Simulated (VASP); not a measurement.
```
Ge
1.0
    0.00000     2.75712     2.75712
    2.75712     0.00000     2.75712
    2.75712     2.75712     0.00000
Ge
2
Direct
  0.00000   0.00000   0.00000
  0.25000   0.25000   0.25000
```

Level of theory: LDA (Ceperley-Alder, Perdew-Zunger), VASP's LDA PAW potentials (set 64) (plane waves; VASP). Run with 500 eV cut-off, 8×8×8 Γ-centred mesh, Gaussian smearing of 0.050 eV, potentials Ge_d.

Question: Predict the energy per atom (σ→0), pressure, band gap (on the k-mesh) with the smallest direct gap where there is one.

Answer: 
```
Property                                      Value
-----------------------------------  --------------
band gap (on the k-mesh)                    0.31 eV
smallest direct gap (on the k-mesh)         0.58 eV
energy per atom (σ→0)                -5.171 eV/atom
pressure                                   4.91 GPa
```

Only differences to runs with the same potentials and settings are physical.

The compound is Ge in the diamond structure. It was relaxed first under an external pressure of 5 GPa.
